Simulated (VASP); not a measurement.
A run of VASP 6.6.1 is set up as follows.

File INCAR:

```
  PREC = Accurate
  ENCUT = 520
  EDIFF = 1E-7
  ISMEAR = 0
  SIGMA = 0.1
  LREAL = F
  LASPH = T
  NELM = 100
  ALGO = Fast
  ISIF = 3
  LWAVE = F
  LCHARG = F
  GGA = PS
  IBRION = 2
  NSW = 80
  EDIFFG = -0.002
```

KPOINTS

```
Automatic mesh
0
Gamma
  18 18 18
```

The input POSCAR:

```
NbAs
1.0
   -1.7258500000      1.7258500000      5.8400000000
    1.7258500000     -1.7258500000      5.8400000000
    1.7258500000      1.7258500000     -5.8400000000
Nb As
2 2
Direct
    0.0000000000      0.0000000000      0.0000000000
    0.7500000000      0.2500000000      0.5000000000
    0.4160000000      0.4160000000      0.0000000000
    0.1660000000      0.6660000000      0.5000000000
```

Potentials or basis: VASP PAW PBE potentials, release 64 (Nb_sv, As).

The run is started by

```sh
$ cat potpaw_PBE.64/Nb_sv/POTCAR potpaw_PBE.64/As/POTCAR > POTCAR
$ mpirun -np 1 vasp_std > vasp.out
```

**Question.** What does it give for the relaxed volume?

**Answer.** 17.16 Å³/atom.

**Question.** What does it give for the relaxed cell?

**Answer.** a = 6.287 Å, b = 6.287 Å, c = 6.287 Å, α = 148.24°, β = 148.24°, γ = 45.53°.

**Question.** What does it give for the space group after relaxing (to 0.05 Å)?

**Answer.** I4_1md (No. 109).

**Question.** What does it give for the band gap on the k mesh?

**Answer.** None (metal or under the smearing width).

The path:
```
step  energy change (eV)  largest force (eV/Å)  pressure (GPa)  volume (Å³)
   1              0.0000                0.2876           -2.21        69.58
   2              0.0066                0.0392            4.20        67.19
   3             -0.0115                0.1500            0.51        68.50
   4             -0.0139                0.0239           -0.16        68.73
   5             -0.0139                0.0029           -0.09        68.71
   6             -0.0145                0.0001           -0.03        68.66
   7             -0.0146                0.0016           -0.01        68.63
```

Caveat: the PAW data sets were made with another functional, which shifts forces and pressure a little.
